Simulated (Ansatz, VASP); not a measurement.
## Two plane-wave programs on TlPt

INCAR

```
SYSTEM = TlPt
PREC     = Accurate       ! precision mode
ENCUT    = 520            ! plane-wave cutoff, eV
EDIFF    = 1E-6           ! SCF threshold, eV
ISMEAR   = -1             ! smearing method
SIGMA    = 0.05           ! smearing width, eV
LREAL    = .False.        ! projectors in reciprocal space
LASPH    = .True.         ! aspherical terms in the spheres
NELM     = 100            ! most SCF steps
ALGO     = Fast           ! electronic algorithm
ISIF     = 2              ! what is computed and relaxed
LWAVE    = .False.        ! write WAVECAR
LCHARG   = .False.        ! write CHGCAR
GGA      = PE             ! functional
NBANDS   = 44             ! bands
```

The input KPOINTS:

```
regular mesh
0
Gamma
  6 6 6
  0 0 0
```

The input POSCAR:

```
TlPt
1.0
    5.4905801394      0.0000000000      0.0000000000
   -2.7452900697      4.7549818822      0.0000000000
    0.0000000000      0.0000000000      4.5442999583
Tl Pt
3 3
Direct
    0.0000000000      0.5000000000      0.0000000000
    0.5000000000      0.5000000000      0.0000000000
    0.5000000000      0.0000000000      0.0000000000
    0.6666666667      0.3333333333      0.5000000000
    0.3333333333      0.6666666667      0.5000000000
    0.0000000000      0.0000000000      0.0000000000
```

input.yaml

```yaml
crystal:
  lattice:
    - [5.4905801394, 0.0, 0.0]
    - [-2.7452900697, 4.7549818822, 0.0]
    - [0.0, 0.0, 4.5442999583]
  atoms:
    - { symbol: Tl, position: [0.0, 0.5, 0.0] }
    - { symbol: Tl, position: [0.5, 0.5, 0.0] }
    - { symbol: Tl, position: [0.5, 0.0, 0.0] }
    - { symbol: Pt, position: [0.6666666667, 0.3333333333, 0.5] }
    - { symbol: Pt, position: [0.3333333333, 0.6666666667, 0.5] }
    - { symbol: Pt, position: [0.0, 0.0, 0.0] }
hamiltonian:
  xc: pbe
  pseudopotentials: { kind: paw }
kpoints:
  mp_grid: { grid: [6, 6, 6] }
scf:
  occupations: { method: fermi_dirac, width: 0.05 }
output:
  forces: true
  stress: true
  eigenvalues: true
```

Alike in both runs: task single point; functional PBE; k mesh 6 × 6 × 6; occupations fermi-dirac, width 0.05 eV; no spin polarisation.

```csv
,VASP,Ansatz
version,VASP 6.6.1,Ansatz 0.2.0
potentials or method,"VASP PAW PBE potentials, release 64 (Tl_d, Pt)",Ansatz PAW
plane-wave cutoff (eV),520,420
valence electrons in the cell,69,93
```

VASP gave:

* gap on the k mesh at the Fermi level (eV): none
* pressure (GPa): 24.0
* largest component of the traceless stress (GPa): 10.86

Which values does Ansatz return?

gap on the k mesh at the Fermi level (eV): none; pressure (GPa): 23.9; largest component of the traceless stress (GPa): 10.88.

A gap of «none» marks a metal or a gap that the smearing closes. The functional is the same, so the differences come from potentials, cutoffs and numerics. The two sets of potentials don't hold the same shells in valence.

Caveats: so large a pressure means that the cell lies far from this level's equilibrium, or that cutoff or potentials fall short (VASP). Spin-orbit coupling is left out, which matters for the levels of Pt, Tl.
